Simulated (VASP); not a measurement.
TiPt3:

```xyz
4
Lattice="3.8970 0.0000 0.0000 0.0000 3.8970 0.0000 0.0000 0.0000 3.8970" Properties=species:S:1:pos:R:3 pbc="T T T"
Ti    0.0000    0.0000    0.0000
Pt    0.0000    1.9485    1.9485
Pt    1.9485    0.0000    1.9485
Pt    1.9485    1.9485    0.0000
```

| Property | Result |
| --- | --- |
| Program | VASP 6.6.1 |
| Task | relaxation of cell and atoms |
| Functional | LDA |
| Potentials or basis | VASP PAW LDA potentials, release 64 (Ti_sv, Pt) |
| Cutoff | 600 eV |
| k mesh | 10 × 10 × 10 |
| Occupations | methfessel-paxton, width 0.1 eV |
| Spin | no spin polarisation |

At the start: pressure -4.2 GPa; volume 14.80 Å³/atom.

Question: How do energy, volume and symmetry change on relaxing?

Answer: Over 3 steps the energy falls by 3.0 meV/atom and the volume is 14.57 Å³/atom (-1.5 %); space group Pm-3m (No. 221, to 0.05 Å).

Step by step:
| step | energy change (eV) | largest force (eV/Å) | pressure (GPa) | volume (Å³) |
| --- | --- | --- | --- | --- |
| 1 | 0.0000 | 0.0000 | -4.23 | 59.18 |
| 2 | 0.0803 | 0.0000 | 13.04 | 55.90 |
| 3 | -0.0122 | 0.0000 | -0.06 | 58.28 |

Final structure:
```
CELL_PARAMETERS angstrom
3.87719 0.00000 0.00000
0.00000 3.87719 0.00000
0.00000 0.00000 3.87719
ATOMIC_POSITIONS crystal
Ti 0.00000 0.00000 0.00000
Pt 0.00000 0.50000 0.50000
Pt 0.50000 0.00000 0.50000
Pt 0.50000 0.50000 0.00000
```
